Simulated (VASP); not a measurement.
All values below come from PBEsol GGA, VASP's PBE PAW potentials (set 64) (plane waves; VASP).

Input for VASP

INCAR:
```
# general
SYSTEM =MnC
PREC   =Accurate
ENCUT  =520
LREAL  =.FALSE.
LASPH  =.TRUE.

# electronic loop
EDIFF  =1E-7
NELM   =100
ALGO   =Normal
LMAXMIX=4

# smearing
ISMEAR =-5

# functional
GGA    =PS

# ions
ISIF   =2

# output
LWAVE  =.FALSE.
LCHARG =.TRUE.
LORBIT =11
NEDOS  =601

# other
LEFG   =.TRUE.
```

### KPOINTS
```
Automatic
0
Gamma
  15 15 7
```

File POSCAR:
```
MnC
10.1903460
  0.2591520664   0.0000000000   0.0000000000
 -0.1295760332   0.2244322764   0.0000000000
  0.0000000000   0.0000000000   0.5000000022
Mn C
2 2
Cart
  0.0000000000   0.0000000000   0.0000000000
  0.0000000000   0.0000000000   0.2500000011
 -0.0000001296   0.1496215924   0.1250000005
  0.1295761628   0.0748106840   0.3750000016
```

POTCAR, in this order: Mn_pv C (PBE.64 set). Program: vasp_std.

What VASP printed:

OSZICAR:
```
       N       E                     dE             d eps       ncg     rms          rms(c)
DAV:   1     0.347503250983E+03    0.34750E+03   -0.19629E+04  4720   0.211E+03
DAV:   2    -0.174830865293E+02   -0.36499E+03   -0.35373E+03  4589   0.548E+02
DAV:   3    -0.484864374566E+02   -0.31003E+02   -0.30429E+02  5804   0.151E+02
DAV:   4    -0.494274234891E+02   -0.94099E+00   -0.89125E+00  5231   0.237E+01
DAV:   5    -0.494456425235E+02   -0.18219E-01   -0.18115E-01  5022   0.376E+00    0.428E+01
DAV:   6    -0.503759722706E+02   -0.93033E+00   -0.20603E+02  5190   0.144E+02    0.309E+01
DAV:   7    -0.391099092947E+02    0.11266E+02   -0.85285E+01  5580   0.927E+01    0.972E+00
DAV:   8    -0.388326443558E+02    0.27726E+00   -0.36638E+00  4903   0.181E+01    0.260E+00
DAV:   9    -0.388141834416E+02    0.18461E-01   -0.24009E-01  6001   0.405E+00    0.904E-01
DAV:  10    -0.388122312276E+02    0.19522E-02   -0.30656E-02  5780   0.179E+00    0.351E-01
DAV:  11    -0.388111061103E+02    0.11251E-02   -0.84729E-03  5778   0.955E-01    0.119E-01
DAV:  12    -0.388110802774E+02    0.25833E-04   -0.43355E-04  5848   0.226E-01    0.122E-02
DAV:  13    -0.388110800207E+02    0.25677E-06   -0.11868E-05  4974   0.332E-02    0.415E-03
DAV:  14    -0.388110792831E+02    0.73751E-06   -0.49975E-07  4822   0.717E-03    0.239E-03
DAV:  15    -0.388110789712E+02    0.31197E-06   -0.10648E-07  2606   0.355E-03    0.675E-04
DAV:  16    -0.388110791289E+02   -0.15775E-06   -0.55955E-08  2503   0.285E-03    0.356E-04
DAV:  17    -0.388110790821E+02    0.46781E-07   -0.91380E-09  2463   0.102E-03
   1 F= -.38811079E+02 E0= -.38811079E+02  d E =0.000000E+00
```

**OUTCAR**
```
------------------------ aborting loop because EDIFF is reached ----------------------------------------
  FORCE on cell =-STRESS in cart. coord.  units (eV):
  Direction    XX          YY          ZZ          XY          YZ          ZX
  --------------------------------------------------------------------------------------
  Total        0.0541533      0.0541533      0.0828401     -0.0000000      0.0000000      0.0000000
  in kB        2.8194107      2.8194107      4.3129521     -0.0000000      0.0000000      0.0000000
  external PRESSURE =       3.3172578 kB  Pullay stress =       0.0000000 kB
  volume of cell :       30.77
      direct lattice vectors                 reciprocal lattice vectors
     2.640849223  0.000000000  0.000000000     0.378666071  0.218622955  0.000000000
    -1.320424612  2.287042550  0.000000000     0.000000000  0.437245910  0.000000000
     0.000000000  0.000000000  5.095173022     0.000000000  0.000000000  0.196264189
 POSITION                                       TOTAL-FORCE (eV/Angst)
 -----------------------------------------------------------------------------------
      0.00000      0.00000      0.00000         0.000000      0.000000     -0.000000
      0.00000      0.00000      2.54759         0.000000      0.000000     -0.000000
     -0.00000      1.52470      1.27379         0.000000      0.000000      0.000000
      1.32043      0.76235      3.82138        -0.000000     -0.000000      0.000000
 -----------------------------------------------------------------------------------
    total drift:                                0.000000      0.000000      0.000000
  FREE ENERGIE OF THE ION-ELECTRON SYSTEM (eV)
  ---------------------------------------------------
  free  energy   TOTEN  =       -38.8110790821 eV

  energy  without entropy=      -38.8110790821  energy(sigma->0) =      -38.81107908

 total charge

# of ion       s       p       d       tot
------------------------------------------
    1        0.386   6.541   5.375  12.301
    2        0.386   6.541   5.375  12.301
    3        0.891   1.488   0.000   2.379
    4        0.891   1.488   0.000   2.379
--------------------------------------------------
tot          2.553  16.058  10.749  29.360

 Electric field gradients after diagonalization (V/A^2)
 (convention: |V_zz| > |V_xx| > |V_yy|)
----------------------------------------------------------------------
 ion       V_xx      V_yy      V_zz     asymmetry (V_yy - V_xx)/ V_zz
----------------------------------------------------------------------
   1      13.073    13.064   -26.137       0.000
   2      13.073    13.064   -26.137       0.000
   3       4.285     4.284    -8.569       0.000
   4       4.285     4.284    -8.569       0.000
```
(Selected blocks of OUTCAR.)

OUTCAR:
```
 val. band max:       11.2614064287   @ k =   0.1333   0.0667   0.0000

 cond. band min:      11.0697248568   @ k =   0.0000   0.0000   0.2857


 Fermi energy:        11.2289778670

 k-point     1 :       0.0000    0.0000    0.0000
  band No.  band energies     occupation
      1     -37.4657      2.00000
      2     -37.0979      2.00000
      3     -36.9793      2.00000
      4     -36.9793      2.00000
      5     -36.9454      2.00000
      6     -36.9454      2.00000
      7      -4.2131      2.00000
      8      -0.7268      2.00000
      9       2.6848      2.00000
     10       7.2674      2.00000
     11       7.2674      2.00000
     12       7.3089      2.00000
     13       9.6300      2.00000
     14       9.6300      2.00000
     15       9.9278      2.00000
     16       9.9278      2.00000
     17      11.0811      2.00000
     18      11.3676     -0.24788
     19      11.3676      0.00353
     20      12.4451      0.00000
     21      13.4616      0.00000

 k-point     2 :       0.0667    0.0000    0.0000
  band No.  band energies     occupation
      1     -37.4625      2.00000
      2     -37.0958      2.00000
      3     -36.9953      2.00000
      4     -36.9830      2.00000
      5     -36.9604      2.00000
      6     -36.9489      2.00000
      7      -4.0967      2.00000
      8      -0.7037      2.00000
      9       2.8175      2.00000
     10       7.1823      2.00000
     11       7.3013      2.00000
     12       7.3378      2.00000
     13       9.1982      2.00000
     14       9.7094      2.00000
     15       9.7529      2.00000
     16       9.8157      2.00000
     17      10.7400      2.00000
     18      11.3536     -0.18342
     19      12.1562     -0.00092
     20      12.4505      0.00000
     21      13.3793      0.00000

 k-point     3 :       0.1333    0.0000    0.0000
  band No.  band energies     occupation
      1     -37.4536      2.00000
      2     -37.0899      2.00000
      3     -37.0401      2.00000
...
```

For a metal the tetrahedron method with Blöchl corrections gives inexact stress and forces.

The structure was generated: MnC was put into the NiAs type type (P6_3/mmc), which need not be its known phase. It was relaxed first, which changed the volume by -36 %. The run is not spin-polarised, so no magnetic state was tried.
